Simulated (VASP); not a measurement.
Input:

```xyz
6
Lattice="-1.9250 1.9250 5.2272 1.9250 -1.9250 5.2272 1.9250 1.9250 -5.2272" Properties=species:S:1:pos:R:3 pbc="T T T"
La     0.0000     0.0000     0.0000
B      0.0000     0.0000     3.7119
B      0.0000     0.0000     6.7426
Ir     0.0000     1.9250     2.6136
Ir     1.9250     0.0000     2.6136
C      0.0000     0.0000     5.2272
```

The numbers are results of PBEsol GGA, VASP's PBE PAW potentials (set 64) (plane waves; VASP), not measurements. Run with 520 eV cut-off, 13×13×13 Γ-centred mesh, tetrahedra with Blöchl corrections, potentials La B Ir C.

Unless said otherwise, spin-orbit coupling is left out, though it shifts the bands of the heavy elements here.

### Question
What does the run give for the energy per atom (σ→0), band gap (on the k-mesh) with the smallest direct gap where there is one?

### Answer

```
Property                                                    Result
------------------------  ----------------------------------------
band gap (on the k-mesh)  none (metal, semimetal or under 0.01 eV)
energy per atom (σ→0)                               -8.696 eV/atom
```

Only differences to runs with the same potentials and settings are physical.

The structure comes from a computed database's LaB2Ir2C entry (I4/mmm); how it stands against other phases isn't given here. It was relaxed first. The electron count is odd and the run is not spin-polarised, which forces a metal.
